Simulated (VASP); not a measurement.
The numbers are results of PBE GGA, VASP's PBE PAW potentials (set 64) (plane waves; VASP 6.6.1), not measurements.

The input files of a VASP run:

INCAR:
```
! general
SYSTEM   = InSb
PREC     = Accurate
ENCUT    = 400
LREAL    = .False.
LASPH    = .True.   ! aspherical one-centre terms
KSPACING = 0.25
KGAMMA   = .True.

! electronic loop
EDIFF    = 1E-6
NELM     = 100   ! most electronic steps
ALGO     = Normal
LMAXMIX  = 4   ! l cut-off of mixed one-centre charges

! smearing
ISMEAR   = 0
SIGMA    = 0.05   ! width (eV)

! functional
GGA      = PE

! ions
ISIF     = 2   ! forces and stress, cell fixed

! output
LWAVE    = .False.
LCHARG   = .False.
```

### POSCAR
```
InSb
4.5820520
  0.0000000000   0.7071067722   0.7071067722
  0.7071067722   0.0000000000   0.7071067722
  0.7071067722   0.7071067722   0.0000000000
In Sb
1 1
Cart
  0.0000000000   0.0000000000   0.0000000000
  0.3535533861   0.3535533861   0.3535533861
```

POTCAR, in this order: In_d Sb (PBE.64 set). Program: vasp_std.

Output

File OSZICAR:
```
       N       E                     dE             d eps       ncg     rms          rms(c)
DAV:   1     0.102453659513E+03    0.10245E+03   -0.71462E+03   520   0.116E+03
DAV:   2    -0.668499677745E-01   -0.10252E+03   -0.99807E+02   530   0.277E+02
DAV:   3    -0.683058035836E+01   -0.67637E+01   -0.66765E+01   690   0.813E+01
DAV:   4    -0.700199851978E+01   -0.17142E+00   -0.17136E+00   613   0.156E+01
DAV:   5    -0.700895163653E+01   -0.69531E-02   -0.69529E-02   740   0.244E+00    0.419E+00
DAV:   6    -0.691007045006E+01    0.98881E-01   -0.18028E-01   707   0.736E+00    0.244E+00
DAV:   7    -0.689599886373E+01    0.14072E-01   -0.78575E-02   692   0.304E+00    0.647E-01
DAV:   8    -0.689698426011E+01   -0.98540E-03   -0.82004E-03   682   0.125E+00    0.271E-01
DAV:   9    -0.689761045318E+01   -0.62619E-03   -0.93532E-04   595   0.302E-01    0.767E-02
DAV:  10    -0.689768344824E+01   -0.72995E-04   -0.60315E-05   648   0.600E-02    0.340E-02
DAV:  11    -0.689772578752E+01   -0.42339E-04   -0.75177E-05   555   0.655E-02    0.192E-02
DAV:  12    -0.689772665261E+01   -0.86509E-06   -0.98463E-07   457   0.819E-03
   1 F= -.68977267E+01 E0= -.68976142E+01  d E =-.224872E-03
```

OUTCAR:
```
------------------------ aborting loop because EDIFF is reached ----------------------------------------
  FORCE on cell =-STRESS in cart. coord.  units (eV):
  Direction    XX          YY          ZZ          XY          YZ          ZX
  --------------------------------------------------------------------------------------
  Total        1.3124205      1.3124205      1.3124205     -0.0000000     -0.0000000      0.0000000
  in kB       30.9113915     30.9113915     30.9113915     -0.0000000     -0.0000000      0.0000000
  external PRESSURE =      30.9113915 kB  Pullay stress =       0.0000000 kB
  volume of cell :       68.02
      direct lattice vectors                 reciprocal lattice vectors
     0.000000000  3.240000000  3.240000000    -0.154320988  0.154320988  0.154320988
     3.240000000  0.000000000  3.240000000     0.154320988 -0.154320988  0.154320988
     3.240000000  3.240000000  0.000000000     0.154320988  0.154320988 -0.154320988
  FREE ENERGIE OF THE ION-ELECTRON SYSTEM (eV)
  ---------------------------------------------------
  free  energy   TOTEN  =        -6.8977266526 eV

  energy  without entropy=       -6.8975017804  energy(sigma->0) =       -6.89761422
```
(Selected blocks of OUTCAR.)

The compound is InSb in the zinc blende structure. The cell was not relaxed at this level. The run is one of a series of settings (KGAMMA = .TRUE., KSPACING = 0.25, KPOINTS file removed against the base run), some of them coarse on purpose.
